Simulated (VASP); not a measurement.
An input for Ansatz (written as the equivalent of a VASP run, and not itself run):

Ansatz 0.2 input:
```yaml
crystal:
  lattice:
    - [3.7570433, 2.1691300, 5.9736715]
    - [-3.7570433, 2.1691300, 5.9736715]
    - [0.0000000, -4.3382601, 5.9736715]
  atoms:
    - { symbol: Fe, position: [0.0000000, 0.0000000, 1.0000000] }
    - { symbol: Ag, position: [0.3887689, 0.3887689, 0.3887689] }
    - { symbol: Ag, position: [0.6112311, 0.6112311, 0.6112311] }
    - { symbol: Sn, position: [0.0000000, 0.5000000, 1.0000000] }
    - { symbol: Sn, position: [0.0000000, 0.0000000, 0.5000000] }
    - { symbol: Sn, position: [0.5000000, 0.0000000, 1.0000000] }
    - { symbol: S, position: [0.7774361, 0.2093755, 0.7774361] }
    - { symbol: S, position: [0.2225639, 0.7906245, 0.2225639] }
    - { symbol: S, position: [0.7774361, 0.7774361, 0.2093755] }
    - { symbol: S, position: [0.2225639, 0.2225639, 0.7906245] }
    - { symbol: S, position: [0.2093755, 0.7774361, 0.7774361] }
    - { symbol: S, position: [0.7906245, 0.2225639, 0.2225639] }
    - { symbol: S, position: [0.7531433, 0.7531433, 0.7531433] }
    - { symbol: S, position: [0.2468567, 0.2468567, 0.2468567] }
kpoints:
  mp_grid: { grid: [4, 4, 4] }
hamiltonian:
  xc: r2scan
  pseudopotentials: { kind: paw }
scf:
  occupations: { method: gaussian, width: 0.05 }
  max_iter: 100
relax:
  max_steps: 60
  f_tol: 0.02
  cell: {}
output: { forces: true, stress: true, eigenvalues: true }
```

Question: Write the VASP files for the same calculation (r2SCAN).

Answer: One answer among several that fit: 
### INCAR
```
SYSTEM = FeAg2Sn3S8
PREC = Accurate; ENCUT = 400; LREAL = Auto
LASPH = .TRUE.
EDIFF = 1E-6; NELM = 100; ALGO = Normal
LMAXMIX = 4; LMIXTAU = .TRUE.
ISMEAR = 0; SIGMA = 0.05
METAGGA = R2SCAN
IBRION = 2; NSW = 60; ISIF = 3
EDIFFG = -0.02
LWAVE = .FALSE.; LCHARG = .FALSE.
```

### KPOINTS
```
Automatic
0
gamma
4 4 4
```

POSCAR:
```
FeAg2Sn3S8
1
    3.7570433259     2.1691300296     5.9736714529
   -3.7570433259     2.1691300296     5.9736714529
    0.0000000000    -4.3382600592     5.9736714529
Fe Ag Sn S
1 2 3 8
Direct
  0.0000000000   0.0000000000   1.0000000000
  0.3887689067   0.3887689067   0.3887689067
  0.6112310933   0.6112310933   0.6112310933
  0.0000000000   0.5000000000   1.0000000000
  0.0000000000   0.0000000000   0.5000000000
  0.5000000000   0.0000000000   1.0000000000
  0.7774360572   0.2093755000   0.7774360572
  0.2225639428   0.7906245000   0.2225639428
  0.7774360572   0.7774360572   0.2093755000
  0.2225639428   0.2225639428   0.7906245000
  0.2093755000   0.7774360572   0.7774360572
  0.7906245000   0.2225639428   0.2225639428
  0.7531432983   0.7531432983   0.7531432983
  0.2468567017   0.2468567017   0.2468567017
```

POTCAR, in this order: Fe Ag Sn_d S (PBE.64 set). Program: vasp_std.

Limits of the translation: each code has its own PAW files, so the cut-off isn't converted (ENCUT is set for VASP's; basis.ecutwfc is left out, and Ansatz then takes the one that its files recommend); Ansatz stops its SCF on the density residual and VASP on the energy change (EDIFF).

The structure comes from a computed database's FeAg2Sn3S8 entry (R-3m); how it stands against other phases isn't given here. This run relaxes it. Symmetry was kept, so distortions that lower it aren't found. The start is the result of an earlier pass.
